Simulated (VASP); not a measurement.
Crystal: Be3ZnTe4.

```
CELL_PARAMETERS angstrom
5.70000 0.00000 0.00000
0.00000 5.70000 0.00000
0.00000 0.00000 5.70000
ATOMIC_POSITIONS crystal
Be 0.50000 0.00000 0.50000
Be 0.00000 0.50000 0.50000
Be 0.50000 0.50000 0.00000
Zn 0.00000 0.00000 0.00000
Te 0.73500 0.73500 0.26500
Te 0.73500 0.26500 0.73500
Te 0.26500 0.73500 0.73500
Te 0.26500 0.26500 0.26500
```

The cell was built by a generator and needn't be a form met in nature.

| Property | Result |
| --- | --- |
| Program | VASP 6.6.1 |
| Task | relaxation of cell and atoms |
| Functional | PBE |
| Potentials or basis | VASP PAW PBE potentials, release 64 (Be, Zn, Te) |
| Cutoff | 520 eV |
| k mesh | 3 × 3 × 3 |
| Occupations | gaussian, width 0.15 eV |
| Spin | no spin polarisation |

At the start: pressure 3.2 GPa; volume 23.15 Å³/atom.

How do energy, volume and symmetry change on relaxing?

Over 5 steps the energy falls by 17.0 meV/atom and the volume is 24.41 Å³/atom (+5.4 %); space group P-43m (No. 215, to 0.05 Å).

The path:
| step | energy change (eV) | largest force (eV/Å) | pressure (GPa) | volume (Å³) |
| --- | --- | --- | --- | --- |
| 1 | 0.0000 | 0.5202 | 3.20 | 185.19 |
| 2 | -0.1229 | 0.2115 | -0.63 | 197.85 |
| 3 | -0.1250 | 0.2448 | -0.32 | 196.38 |
| 4 | -0.1346 | 0.0947 | -0.17 | 195.71 |
| 5 | -0.1363 | 0.0085 | 0.13 | 195.25 |

Final structure:
```yaml
crystal:
  lattice:
    - [5.80140, 0.00000, 0.00000]
    - [0.00000, 5.80140, 0.00000]
    - [0.00000, 0.00000, 5.80140]
  atoms:
    - { symbol: Be, position: [0.50000, 0.00000, 0.50000] }
    - { symbol: Be, position: [0.00000, 0.50000, 0.50000] }
    - { symbol: Be, position: [0.50000, 0.50000, 0.00000] }
    - { symbol: Zn, position: [0.00000, 0.00000, 0.00000] }
    - { symbol: Te, position: [0.73939, 0.73939, 0.26061] }
    - { symbol: Te, position: [0.73939, 0.26061, 0.73939] }
    - { symbol: Te, position: [0.26061, 0.73939, 0.73939] }
    - { symbol: Te, position: [0.26061, 0.26061, 0.26061] }
```
